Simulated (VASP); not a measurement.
A convergence study with VASP on NaH (rock salt): one setting is varied, all else stays as given below, so the limit is that of these other settings. Each run relaxes cell and ions from the cell shown.

```xyz
2
Lattice="0.0000 2.4400 2.4400 2.4400 0.0000 2.4400 2.4400 2.4400 0.0000" Properties=species:S:1:pos:R:3 pbc="T T T"
Na     0.0000     0.0000     0.0000
H      2.4400     2.4400     2.4400
```

The numbers are results of PBE GGA, VASP's PBE PAW potentials (set 64) (plane waves; VASP), not measurements. The tightest run used: 550 eV cut-off, 13×13×13 Γ-centred mesh, Gaussian smearing of 0.050 eV, potentials Na_pv H.

Gaps are read on the run's mesh, which can miss a band edge.

```json
[
 {"setting": "2×2×2 mesh", "relaxed volume (Å³/atom)": "15.189", "E (eV/atom)": "-2.3794", "gap on the mesh (eV)": "3.672", "irreducible k-points": "3"},
 {"setting": "3×3×3 mesh", "relaxed volume (Å³/atom)": "14.070", "E (eV/atom)": "-2.5513", "gap on the mesh (eV)": "5.862", "irreducible k-points": "4"},
 {"setting": "4×4×4 mesh", "relaxed volume (Å³/atom)": "14.103", "E (eV/atom)": "-2.5440", "gap on the mesh (eV)": "3.762", "irreducible k-points": "8"}
]
```

Question: These are the cheaper rows. Estimate the results at 13×13×13 mesh, and how far the last row shown lies from them.

Answer: 
```
quantity                  tightest run  last row shown is off by
------------------------  ------------  ------------------------
relaxed volume (Å³/atom)        14.106                    -0.003
E (eV/atom)                    -2.5440                    0.0000
gap on the mesh (eV)             3.915                    -0.153
```

Left out are rungs that failed or repeat a setting and relaxations that didn't move; long series are thinned to 24 rows.

The compound is NaH in the rock salt structure.
